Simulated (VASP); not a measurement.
Data:

```yaml
crystal:
  lattice:
    - [0.00000, 2.28034, 2.28034]
    - [2.28034, 0.00000, 2.28034]
    - [2.28034, 2.28034, 0.00000]
  atoms:
    - { symbol: Hf, position: [0.00000, 0.00000, 0.00000] }
    - { symbol: N, position: [0.50000, 0.50000, 0.50000] }
```

Level of theory: optB86b-vdW, VASP's PBE PAW potentials (set 64) (plane waves; VASP). Numerical set-up: 520 eV cut-off, 14×14×14 Γ-centred mesh, first-order Methfessel-Paxton smearing of 0.10 eV, potentials Hf_pv N.

### Question
Give the stress tensor in GPa (positive for a compressed cell).

### Answer

```
-7.79   0.00   0.00
 0.00  -7.79   0.00
 0.00   0.00  -7.79
```
The pressure is its mean diagonal, -7.79 GPa.

The compound is HfN in the rock salt structure. This cell is one point of a volume scan, at 1.03 of the reference volume. The electron count is odd and the run is not spin-polarised, which forces a metal.
